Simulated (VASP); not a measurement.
Consider the following.

```xyz
6
Lattice="-3.0346 3.0346 2.4212 3.0346 -3.0346 2.4212 3.0346 3.0346 -2.4212" Properties=species:S:1:pos:R:3 pbc="T T T"
Al     0.9626     2.0720     2.4212
Al     2.0720     0.9626     0.0000
Al     0.9626     3.9972     0.0000
Al     2.0720    -0.9626     2.4212
Cu     0.0000     0.0000     1.2106
Cu     0.0000     0.0000     3.6318
```

These are PBE GGA, VASP's PBE PAW potentials (set 64) (plane waves; VASP 6.6.1) values and carry that method's errors. Numerical set-up: 300 eV cut-off, 10×10×10 Γ-centred mesh, Fermi-Dirac smearing of 0.10 eV, potentials Al Cu.

At this cut-off the stress carries a Pulay error, which pulls relaxed volumes low.

Question: Give the stress tensor in GPa (positive for a compressed cell).

Answer: 
```
-1.07   0.00   0.00
 0.00  -1.07   0.00
 0.00   0.00   0.37
```
The pressure is its mean diagonal, -0.59 GPa.

The structure comes from a computed database's Al2Cu entry; how it stands against other phases isn't given here. The cell was not relaxed at this level.
